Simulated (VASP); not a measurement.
**GW on KCl (Sylvite): a test of the settings**

How far does the GW correction to the gap of KCl (Sylvite) depend on the settings? The starting structure is a measured crystal structure from the Crystallography Open Database. Cell and atoms stay as given.

Program: VASP 6.6.1. Level of theory: GW on LDA orbitals, with plane waves and PAW data sets made for GW. Results are calculated unless marked as measured.

## (1) Starting point

The structure is cubic, space group Fm-3m (No. 225). Conventional cell: a = 6.279 Å, b = 6.279 Å, c = 6.279 Å, α = 90.00°, β = 90.00°, γ = 90.00°. Nearest to K lie 6 Cl at 3.14 Å. Nearest to Cl lie 6 K at 3.14 Å. Farther neighbours and most contacts between anions are not listed.

Structure file:

```xyz
2
Lattice="0.0000 3.1394 3.1394 3.1394 0.0000 3.1394 3.1394 3.1394 0.0000" Properties=species:S:1:pos:R:3 pbc="T T T"
K     0.0000    0.0000    0.0000
Cl    3.1394    3.1394    3.1394
```

## (2) G0W0 (response cutoff 100 eV, 3×3×3 mesh)

It reads the orbitals and their derivatives (WAVECAR and WAVEDER) of a run with the empty bands, which follows a ground-state run; neither is shown.

INCAR

```
SYSTEM = KCl
PREC = Accurate
ENCUT = 300
ISMEAR = 0
SIGMA = 0.01
LREAL = .FALSE.
GGA = CA
NBANDS = 144
ALGO = EVGW0
NELMGW = 1
ENCUTGW = 100
NOMEGA = 40
PRECFOCK = Fast
NBANDSGW = 16
LWAVE = .FALSE.
LCHARG = .FALSE.
```

POSCAR

```
KCl
1.0
    0.0000000000      3.1394000000      3.1394000000
    3.1394000000      0.0000000000      3.1394000000
    3.1394000000      3.1394000000      0.0000000000
K Cl
1 1
Direct
    0.0000000000      0.0000000000      0.0000000000
    0.5000000000      0.5000000000      0.5000000000
```

KPOINTS

```
Automatic mesh
0
Gamma
3 3 3
0 0 0
```

The projector-augmented-wave data sets are K_sv_GW and Cl_GW (LDA family, release 64).

On the command line:

```sh
mpirun -np 4 vasp_std
```

Log:

```text
[banner, memory and clock lines left out]
running    4 mpi-ranks, on    1 nodes
 distrk:  each k-point on    4 cores,    1 groups
 distr:  one band on    1 cores,    4 groups

 POSCAR found type information on POSCAR K Cl
 POSCAR found :  2 types and       2 ions
|                                                                             |
|           W    W    AA    RRRRR   N    N  II  N    N   GGGG   !!!           |
|           W    W   A  A   R    R  NN   N  II  NN   N  G    G  !!!           |
|           W    W  A    A  R    R  N N  N  II  N N  N  G       !!!           |
|           W WW W  AAAAAA  RRRRR   N  N N  II  N  N N  G  GGG   !            |
|           WW  WW  A    A  R   R   N   NN  II  N   NN  G    G                |
|           W    W  A    A  R    R  N    N  II  N    N   GGGG   !!!           |
|                                                                             |
|     The default for ENCUTGWSOFT is different in this version of VASP.       |
|     please manually set ENCUTGWSOFT =100 in the INCAR file.                 |
|                                                                             |

 LDA part: xc-table for (Slater(with rela. corr.)+CA(PZ))
 , standard interpolation
 found WAVECAR, reading the header
 POSCAR, INCAR and KPOINTS ok, starting setup
 FFT: planning ... GRIDC
 FFT: planning ... GRID_SOFT
 FFT: planning ... GRID
 reading WAVECAR
 the WAVECAR file was read successfully
 initial charge from wavefunction
 available memory per node:     57.49 GB, setting MAXMEM to     58865

 The Fermi energy was updated, please check that it is located mid-gap
 values below the HOMO (VB) or above the LUMO (CB) will cause erroneous energies
 E-fermi :   1.5126

 calculate exact exchange contribution
 the WAVEDER file was read successfully
energies w=
    0.000    0.000    1.133    0.000    2.258    0.000    3.371    0.000
    4.467    0.000    5.541    0.000    6.593    0.000    7.620    0.000
    8.625    0.000    9.610    0.000   10.578    0.000   11.531    0.000
   12.476    0.000   13.415    0.000   14.356    0.000   15.303    0.000
   16.264    0.000   17.245    0.000   18.253    0.000   19.299    0.000
   20.392    0.000   21.545    0.000   22.772    0.000   24.090    0.000
   25.521    0.000   27.094    0.000   28.841    0.000   30.808    0.000
   33.056    0.000   35.663    0.000   38.742    0.000   42.455    0.000
   47.036    0.000   52.852    0.000   60.495    0.000   70.997    0.000
   86.319    0.000  110.711    0.000  155.408    0.000  263.055    0.000
 responsefunction array rank=     144
 LDA part: xc-table for (Slater(with rela. corr.)+CA(PZ))
 , standard interpolation

 min. memory requirement per mpi rank     76.7 MB, per node    307.0 MB

 allocating  10 responsefunctions rank=   144
 shmem allocating  40 responsefunctions rank=   144
 response function shared by NCSHMEM nodes    1
 Doing           10  frequencies on each core in blocks of           40
NQ=   1    0.0000    0.0000    0.0000,
|.........|.........|.........|.........|.........|.........|.........|.........
 performed         77000 updates of chi_q(r,r)
 total number of BLAS operations         11.59 Gflops
NQ=   2    0.3333    0.0000    0.0000,
|.........|.........|.........|.........|.........|.........|.........|.........
 performed        241000 updates of chi_q(r,r)
 total number of BLAS operations         38.92 Gflops
NQ=   3    0.3333    0.3333    0.0000,
|.........|.........|.........|.........|.........|.........|.........|.........
 performed        387000 updates of chi_q(r,r)
 total number of BLAS operations         62.19 Gflops
NQ=   4   -0.3333    0.3333    0.0000,
|.........|.........|.........|.........|.........|.........|.........|.........
 performed        560000 updates of chi_q(r,r)
 total number of BLAS operations         87.93 Gflops
 resolving degeneracies of screened two electron integrals

 calculate QP shifts <psi_nk| G(iteration)W_0 |psi_nk>: iteration 1
 entering main loop
```

The job ended after 15 s (4 MPI ranks of AMD EPYC 7R13 (Zen 3), shared host; peak memory 0.48 GiB).

Lines that name or quote the potential files are left out of all logs, and their timing lines are given in words.

From OUTCAR (step 2):

```text
ion  position               nearest neighbor table
   1  0.000  0.000  0.000-
   2  0.500  0.500  0.500-

  LATTYP: Found a face centered cubic cell.
 ALAT       =     6.2788000000

 Subroutine GETGRP returns: Found 48 space group operations
 (whereof 48 operations were pure point group operations)

The static configuration has the point symmetry O_h .

 Found      4 irreducible k-points:

   k-points           NKPTS =      4   k-points in BZ     NKDIM =     27   number of bands    NBANDS=    144

   dimension x,y,z NGX =    28 NGY =   28 NGZ =   28
   dimension x,y,z NGXF=    56 NGYF=   56 NGZF=   56

   ENCUT  =  300.0 eV  22.05 Ry    4.70 a.u.   6.27  6.27  6.27*2*pi/ulx,y,z

   NELECT =      16.0000    total number of electrons

  energy-cutoff  :      300.00
  volume of cell :       61.88
      direct lattice vectors                 reciprocal lattice vectors
     0.000000000  3.139400000  3.139400000    -0.159266102  0.159266102  0.159266102
     3.139400000  0.000000000  3.139400000     0.159266102 -0.159266102  0.159266102
     3.139400000  3.139400000  0.000000000     0.159266102  0.159266102 -0.159266102

 k-points in reciprocal lattice and weights: Automatic mesh
   0.00000000  0.00000000  0.00000000       0.037
   0.33333333  0.00000000  0.00000000       0.296
   0.33333333  0.33333333  0.00000000       0.222
  -0.33333333  0.33333333  0.00000000       0.444

 E-fermi :   1.5126

 QP shifts <psi_nk| G(iteration)W_0 |psi_nk>: iteration 1
 for sc-GW calculations column KS-energies equals QP-energies in previous step
 and V_xc(KS)=  KS-energies - (<T + V_ion + V_H > + <T+V_H+V_ion>^1  + <V_x>^1)
 k-point   1 :       0.0000    0.0000    0.0000
  band No.  KS-energies  QP-energies   sigma(KS)   V_xc(KS)     V^pw_x(r,r')   Z            occupation Imag(sigma)
    ...
      5     -11.3882     -14.3286     -21.3884     -17.7670     -24.5815       0.8119       2.0000       0.1660
      6      -0.8722      -2.5995     -16.4167     -14.2363     -18.5886       0.7922       2.0000       0.1377
      7      -0.8722      -2.5995     -16.4167     -14.2363     -18.5886       0.7922       2.0000       0.1377
      8      -0.8722      -2.5995     -16.4167     -14.2363     -18.5886       0.7922       2.0000       0.1377
      9       3.8974       5.1161      -6.1886      -7.6217      -3.2457       0.8503       0.0000      -0.1014
     10       7.2002       9.1615      -6.9074      -9.2299      -3.8137       0.8445       0.0000      -0.1129
     11       7.2002       9.1615      -6.9074      -9.2299      -3.8137       0.8445       0.0000      -0.1129
     12       7.2002       9.1615      -6.9074      -9.2299      -3.8137       0.8445       0.0000      -0.1129
    ...

 k-point   2 :       0.3333    0.0000    0.0000
  band No.  KS-energies  QP-energies   sigma(KS)   V_xc(KS)     V^pw_x(r,r')   Z            occupation Imag(sigma)
    ...
      5     -11.1934     -13.8893     -21.0644     -17.7044     -24.6711       0.8024       2.0000       0.2689
      6      -1.7787      -3.5893     -15.1051     -12.8071     -17.2405       0.7879       2.0000       0.1501
      7      -1.1417      -2.8905     -16.0671     -13.8588     -18.2385       0.7919       2.0000       0.1410
      8      -1.1417      -2.8905     -16.0671     -13.8588     -18.2385       0.7919       2.0000       0.1410
      9       5.7918       7.0853      -6.6313      -8.1686      -3.6503       0.8414       0.0000      -0.1103
     10       7.0613       8.7368      -7.1198      -9.1250      -4.0450       0.8356       0.0000      -0.1220
     11       8.4968      10.6505      -7.3823      -9.9630      -4.1178       0.8345       0.0000      -0.1299
     12       8.4968      10.6505      -7.3823      -9.9630      -4.1178       0.8345       0.0000      -0.1299
    ...

 k-point   3 :       0.3333    0.3333    0.0000
  band No.  KS-energies  QP-energies   sigma(KS)   V_xc(KS)     V^pw_x(r,r')   Z            occupation Imag(sigma)
    ...
      5     -11.3827     -14.2135     -21.0881     -17.5835     -24.4864       0.8077       2.0000       0.2240
      6      -1.6370      -3.4477     -15.4638     -13.1679     -17.6343       0.7887       2.0000       0.1480
      7      -1.0644      -2.8253     -16.2307     -14.0123     -18.4078       0.7938       2.0000       0.1398
      8      -1.0644      -2.8253     -16.2307     -14.0123     -18.4078       0.7938       2.0000       0.1398
      9       5.6197       7.1873      -6.0538      -7.8995      -3.1372       0.8493       0.0000      -0.1052
     10       6.1281       7.5736      -6.9013      -8.6193      -3.8106       0.8414       0.0000      -0.1126
     11       8.8403      11.4280      -8.6151     -11.7061      -5.3348       0.8372       0.0000      -0.1167
     12       9.4184      11.0920      -7.4344      -9.4643      -4.0970       0.8245       0.0000      -0.1573
    ...

 k-point   4 :      -0.3333    0.3333    0.0000
  band No.  KS-energies  QP-energies   sigma(KS)   V_xc(KS)     V^pw_x(r,r')   Z            occupation Imag(sigma)
    ...
      5     -11.2754     -14.0252     -21.0766     -17.6574     -24.6029       0.8042       2.0000       0.2513
      6      -1.6254      -3.4348     -15.4243     -13.1328     -17.5872       0.7896       2.0000       0.1485
      7      -1.4040      -3.1997     -15.8021     -13.5319     -17.9746       0.7910       2.0000       0.1435
      8      -1.2117      -2.9700     -16.0378     -13.8101     -18.2190       0.7893       2.0000       0.1425
      9       6.4427       7.9758      -6.6197      -8.4471      -3.6355       0.8390       0.0000      -0.1137
     10       7.4622       9.0551      -6.9749      -8.8907      -3.8760       0.8314       0.0000      -0.1295
     11       8.5198      10.2855      -7.3621      -9.4802      -4.0729       0.8337       0.0000      -0.1236
     12       8.8488      10.9608      -7.8199     -10.3644      -4.4228       0.8301       0.0000      -0.1373
    ...
```

G0W0 (response cutoff 100 eV, 3×3×3 mesh): the quasiparticle gap on this mesh is 7.716 eV, +2.946 eV from the LDA gap on the same points, with 144 bands.

## (3) G0W0 (response cutoff 160 eV, 3×3×3 mesh)

It reads the orbitals and their derivatives (WAVECAR and WAVEDER) of a run with the empty bands, which follows a ground-state run; neither is shown.

Edit INCAR of step 2 so:

```diff
@@ -7,6 +7,6 @@
 GGA = CA
-NBANDS = 144
+NBANDS = 288
 ALGO = EVGW0
 NELMGW = 1
-ENCUTGW = 100
+ENCUTGW = 160
 NOMEGA = 40
```

POSCAR is that of step 2.

KPOINTS is that of step 2.

On the command line:

```sh
mpirun -np 4 vasp_std
```

Log:

```text
[banner, memory and clock lines left out]
running    4 mpi-ranks, on    1 nodes
[...]
|                                                                             |
|           W    W    AA    RRRRR   N    N  II  N    N   GGGG   !!!           |
|           W    W   A  A   R    R  NN   N  II  NN   N  G    G  !!!           |
|           W    W  A    A  R    R  N N  N  II  N N  N  G       !!!           |
|           W WW W  AAAAAA  RRRRR   N  N N  II  N  N N  G  GGG   !            |
|           WW  WW  A    A  R   R   N   NN  II  N   NN  G    G                |
|           W    W  A    A  R    R  N    N  II  N    N   GGGG   !!!           |
|                                                                             |
|     The default for ENCUTGWSOFT is different in this version of VASP.       |
|     please manually set ENCUTGWSOFT =160 in the INCAR file.                 |
|                                                                             |

 LDA part: xc-table for (Slater(with rela. corr.)+CA(PZ))
[...]
min. memory requirement per mpi rank    144.5 MB, per node    577.9 MB

 allocating  10 responsefunctions rank=   292
 shmem allocating  40 responsefunctions rank=   292
 response function shared by NCSHMEM nodes    1
 Doing           10  frequencies on each core in blocks of           40
NQ=   1    0.0000    0.0000    0.0000,
|.........|.........|.........|.........|.........|.........|.........|.........
 performed        157000 updates of chi_q(r,r)
 total number of BLAS operations        101.12 Gflops
NQ=   2    0.3333    0.0000    0.0000,
|.........|.........|.........|.........|.........|.........|.........|.........
 performed        489000 updates of chi_q(r,r)
 total number of BLAS operations        320.50 Gflops
NQ=   3    0.3333    0.3333    0.0000,
|.........|.........|.........|.........|.........|.........|.........|.........
 performed        785000 updates of chi_q(r,r)
 total number of BLAS operations        519.70 Gflops
NQ=   4   -0.3333    0.3333    0.0000,
|.........|.........|.........|.........|.........|.........|.........|.........
 performed       1136000 updates of chi_q(r,r)
 total number of BLAS operations        746.41 Gflops
 resolving degeneracies of screened two electron integrals

 calculate QP shifts <psi_nk| G(iteration)W_0 |psi_nk>: iteration 1
 entering main loop
[key lines of the parts left out:]
E-fermi :   1.5126
```

It took 46 s on 4 MPI ranks; peak memory 0.77 GiB; 3 min of CPU time.

From OUTCAR (step 3):

```text
 QP shifts <psi_nk| G(iteration)W_0 |psi_nk>: iteration 1
 for sc-GW calculations column KS-energies equals QP-energies in previous step
 and V_xc(KS)=  KS-energies - (<T + V_ion + V_H > + <T+V_H+V_ion>^1  + <V_x>^1)
 k-point   1 :       0.0000    0.0000    0.0000
  band No.  KS-energies  QP-energies   sigma(KS)   V_xc(KS)     V^pw_x(r,r')   Z            occupation Imag(sigma)
    ...
      5     -11.3882     -14.5032     -21.6223     -17.7670     -24.5815       0.8080       2.0000       0.1646
      6      -0.8722      -2.8209     -16.7056     -14.2363     -18.5886       0.7892       2.0000       0.1406
      7      -0.8722      -2.8209     -16.7056     -14.2363     -18.5886       0.7892       2.0000       0.1406
      8      -0.8722      -2.8209     -16.7056     -14.2363     -18.5886       0.7892       2.0000       0.1406
      9       3.8974       5.0658      -6.2464      -7.6217      -3.2457       0.8495       0.0000      -0.0989
     10       7.2002       9.0901      -6.9899      -9.2299      -3.8137       0.8437       0.0000      -0.1129
     11       7.2002       9.0901      -6.9899      -9.2299      -3.8137       0.8437       0.0000      -0.1129
     12       7.2002       9.0901      -6.9899      -9.2299      -3.8137       0.8437       0.0000      -0.1129
    ...

[... 1 part as in an earlier step ...]

[... 2 further parts left out ...]
[key lines of the parts left out:]
E-fermi :   1.5126
```

G0W0 (response cutoff 160 eV, 3×3×3 mesh): the quasiparticle gap on this mesh is 7.887 eV, +3.117 eV from the LDA gap on the same points, with 288 bands.

## (4) G0W0 (response cutoff 240 eV, 3×3×3 mesh)

It reads the orbitals and their derivatives (WAVECAR and WAVEDER) of a run with the empty bands, which follows a ground-state run; neither is shown.

Edit INCAR of step 3 so:

```diff
@@ -7,6 +7,6 @@
 GGA = CA
-NBANDS = 288
+NBANDS = 524
 ALGO = EVGW0
 NELMGW = 1
-ENCUTGW = 160
+ENCUTGW = 240
 NOMEGA = 40
```

POSCAR is that of step 3.

KPOINTS is that of step 3.

On the command line:

```sh
mpirun -np 4 vasp_std
```

Log:

```text
[banner, memory and clock lines left out]
running    4 mpi-ranks, on    1 nodes
[...]
|                                                                             |
|           W    W    AA    RRRRR   N    N  II  N    N   GGGG   !!!           |
|           W    W   A  A   R    R  NN   N  II  NN   N  G    G  !!!           |
|           W    W  A    A  R    R  N N  N  II  N N  N  G       !!!           |
|           W WW W  AAAAAA  RRRRR   N  N N  II  N  N N  G  GGG   !            |
|           WW  WW  A    A  R   R   N   NN  II  N   NN  G    G                |
|           W    W  A    A  R    R  N    N  II  N    N   GGGG   !!!           |
|                                                                             |
|     The default for ENCUTGWSOFT is different in this version of VASP.       |
|     please manually set ENCUTGWSOFT =240 in the INCAR file.                 |
|                                                                             |

 LDA part: xc-table for (Slater(with rela. corr.)+CA(PZ))
[...]
min. memory requirement per mpi rank    325.6 MB, per node   1302.3 MB

 allocating  10 responsefunctions rank=   532
 shmem allocating  40 responsefunctions rank=   532
 response function shared by NCSHMEM nodes    1
 Doing           10  frequencies on each core in blocks of           40
NQ=   1    0.0000    0.0000    0.0000,
|.........|.........|.........|.........|.........|.........|.........|.........
 performed        289000 updates of chi_q(r,r)
 total number of BLAS operations        654.11 Gflops
NQ=   2    0.3333    0.0000    0.0000,
|.........|.........|.........|.........|.........|.........|.........|.........
 performed        897000 updates of chi_q(r,r)
 total number of BLAS operations       2011.40 Gflops
NQ=   3    0.3333    0.3333    0.0000,
|.........|.........|.........|.........|.........|.........|.........|.........
 performed       1438000 updates of chi_q(r,r)
 total number of BLAS operations       3147.02 Gflops
NQ=   4   -0.3333    0.3333    0.0000,
|.........|.........|.........|.........|.........|.........|.........|.........
 performed       2080000 updates of chi_q(r,r)
 total number of BLAS operations       4579.10 Gflops
 resolving degeneracies of screened two electron integrals

 calculate QP shifts <psi_nk| G(iteration)W_0 |psi_nk>: iteration 1
 entering main loop
[key lines of the parts left out:]
E-fermi :   1.5126
```

The job ended after 2.3 min (4 MPI ranks; peak memory 1.5 GiB; 9.1 min of CPU time).

From OUTCAR (step 4):

```text
 QP shifts <psi_nk| G(iteration)W_0 |psi_nk>: iteration 1
 for sc-GW calculations column KS-energies equals QP-energies in previous step
 and V_xc(KS)=  KS-energies - (<T + V_ion + V_H > + <T+V_H+V_ion>^1  + <V_x>^1)
 k-point   1 :       0.0000    0.0000    0.0000
  band No.  KS-energies  QP-energies   sigma(KS)   V_xc(KS)     V^pw_x(r,r')   Z            occupation Imag(sigma)
    ...
      5     -11.3882     -14.6378     -21.8058     -17.7670     -24.5815       0.8046       2.0000       0.1237
      6      -0.8722      -2.9609     -16.8897     -14.2363     -18.5886       0.7872       2.0000       0.1129
      7      -0.8722      -2.9609     -16.8897     -14.2363     -18.5886       0.7872       2.0000       0.1129
      8      -0.8722      -2.9609     -16.8897     -14.2363     -18.5886       0.7872       2.0000       0.1129
      9       3.8974       5.0208      -6.2986      -7.6217      -3.2457       0.8490       0.0000      -0.1127
     10       7.2002       9.0533      -7.0328      -9.2299      -3.8137       0.8434       0.0000      -0.1219
     11       7.2002       9.0533      -7.0328      -9.2299      -3.8137       0.8434       0.0000      -0.1219
     12       7.2002       9.0533      -7.0328      -9.2299      -3.8137       0.8434       0.0000      -0.1219
    ...

[... 1 part as in an earlier step ...]

[... 2 further parts left out ...]
[key lines of the parts left out:]
E-fermi :   1.5126
```

G0W0 (response cutoff 240 eV, 3×3×3 mesh): the quasiparticle gap on this mesh is 7.982 eV, +3.212 eV from the LDA gap on the same points, with 524 bands.

(Part 1 of 2 ends here.)

[Lines on the potential files, build, host, timing and source positions are cut from VASP's logs without a mark.]

[Logs are printed without paths, hosts, clocks, repeated set-up lines and the standing remarks that a program may print on its own settings, such as how far it seeks lower states.]

[Hosts, paths, dates, database ids (printed as entryN), source tags and the programs' standing remarks are cut or masked in the printed files.]
